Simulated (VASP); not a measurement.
The system is Rh.

```xyz
1
Lattice="0.0000 1.8979 1.8979 1.8979 0.0000 1.8979 1.8979 1.8979 0.0000" Properties=species:S:1:pos:R:3 pbc="T T T"
Rh    0.0000    0.0000    0.0000
```

* Program: VASP 6.6.1
* Task: relaxation of cell and atoms
* Functional: PBE
* Potentials or basis: VASP PAW PBE potentials, release 64 (Rh_pv)
* Cutoff: 520 eV
* k mesh: 18 × 18 × 18
* Occupations: gaussian, width 0.1 eV
* Spin: no spin polarisation

At the start: pressure 7.5 GPa; volume 13.67 Å³/atom.

Q: Where does the relaxation end?

A: Over 3 steps the energy falls by 8.5 meV/atom and the volume is 14.06 Å³/atom (+2.8 %); space group Fm-3m (No. 225, to 0.05 Å).

Step by step:
| step | energy change (eV) | largest force (eV/Å) | pressure (GPa) | volume (Å³) |
| --- | --- | --- | --- | --- |
| 1 | 0.0000 | 0.0000 | 7.49 | 13.67 |
| 2 | 0.0344 | 0.0000 | -13.86 | 14.98 |
| 3 | -0.0085 | 0.0000 | -0.15 | 14.06 |

Final structure:
```cif
data_structure
_symmetry_space_group_name_H-M 'P 1'
_symmetry_Int_Tables_number 1
_cell_length_a 2.7090
_cell_length_b 2.7090
_cell_length_c 2.7090
_cell_angle_alpha 60.000
_cell_angle_beta 60.000
_cell_angle_gamma 60.000
_cell_volume 14.06
loop_
_atom_site_label
_atom_site_type_symbol
_atom_site_fract_x
_atom_site_fract_y
_atom_site_fract_z
_atom_site_occupancy
Rh1 Rh 0.00000 0.00000 0.00000 1
```
